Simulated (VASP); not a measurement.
A run of VASP 6.6.1 is set up as follows.

The input INCAR:

```
SYSTEM = AgF
  PREC = Accurate
  ENCUT = 520
  EDIFF = 1E-7
  ISMEAR = -1
  SIGMA = 0.05
  LREAL = .FALSE.
  LASPH = .TRUE.
  NELM = 80
  ALGO = Normal
  ISIF = 2
  LWAVE = .FALSE.
  LCHARG = .FALSE.
  LMAXMIX = 4
  LDAU = .TRUE.
  LDAUTYPE = 2
  LDAUL = 2 -1
  LDAUU = 6 0
  LDAUJ = 0 0
  LDAUPRINT = 1
  LDIPOL = .TRUE.
  IDIPOL = 3
  DIPOL = 0.5 0.5 0.294
  GGA = PE
  NBANDS = 16
```

File KPOINTS:

```
Automatic mesh
0
G
  9 7 1
  0 0 0
```

The input POSCAR:

```
AgF
1.0
    3.1221000000      0.0000000000      0.0000000000
    0.0000000000      4.1428800000      0.0000000000
    0.0000000000      0.0000000000     23.8000000000
Ag F
1 1
Direct
    0.0000000000      0.5000000000      0.2941200000
    0.0000000000      0.0000000000      0.2941200000
```

Potentials or basis: VASP PAW PBE potentials, release 64 (Ag, F).

The run is started by

```console
$ cat potpaw_PBE.64/Ag/POTCAR potpaw_PBE.64/F/POTCAR > POTCAR
$ mpirun -np 1 vasp_std > vasp.out
```

Task: Estimate the band gap on the k mesh.

Result: 2.05 eV, indirect (least direct gap 3.44 eV).

Eigenvalues of the final occupation matrices:
| site | spin | trace | eigenvalues |
| --- | --- | --- | --- |
| site 1 d | 1 | 4.80 | 0.94 0.96 0.96 0.97 0.97 |
| site 1 d | 2 | 4.80 | 0.94 0.96 0.96 0.97 0.97 |
